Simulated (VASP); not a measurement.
Input:

```
Al3Ti
1.0
   -1.92179     1.92179     4.30614
    1.92179    -1.92179     4.30614
    1.92179     1.92179    -4.30614
Ti Al
1 3
Direct
  0.00000   0.00000   0.00000
  0.50000   0.50000   0.00000
  0.75000   0.25000   0.50000
  0.25000   0.75000   0.50000
```

Level of theory: PBE GGA, VASP's PBE PAW potentials (set 64) (plane waves; VASP). Settings: 400 eV cut-off, Gaussian smearing of 0.050 eV, potentials Ti_sv Al.

Task: Give the energies of bands 5 to 13 at the high-symmetry points, in eV from the Fermi level.

Result: 
```tsv
band	Γ	X	P	N	M	S	R
5	-10.02	-5.79	-5.69	-7.29	-8.42	-7.02	-5.76
6	-2.84	-5.05	-4.78	-6.91	-7.53	-6.71	-5.62
7	-2.60	-4.35	-4.78	-3.56	-1.96	-5.53	-4.89
8	-1.36	-3.72	-4.20	-2.95	-0.92	-1.05	-3.59
9	-1.20	-2.69	-1.80	-1.03	-0.92	-0.73	-2.17
10	-1.20	-2.18	-1.80	-0.24	-0.21	-0.59	-1.34
11	0.83	-0.96	-1.15	0.52	0.72	0.58	-0.83
12	1.73	1.76	0.87	1.80	0.72	1.59	1.68
13	1.73	1.93	1.76	2.08	0.95	2.08	1.89
```

It has no gap at this level: it comes out as a metal or semimetal.

The compound is TiAl3 in the sg139 structure. It was relaxed first. The electron count is odd and the run is not spin-polarised, which forces a metal.
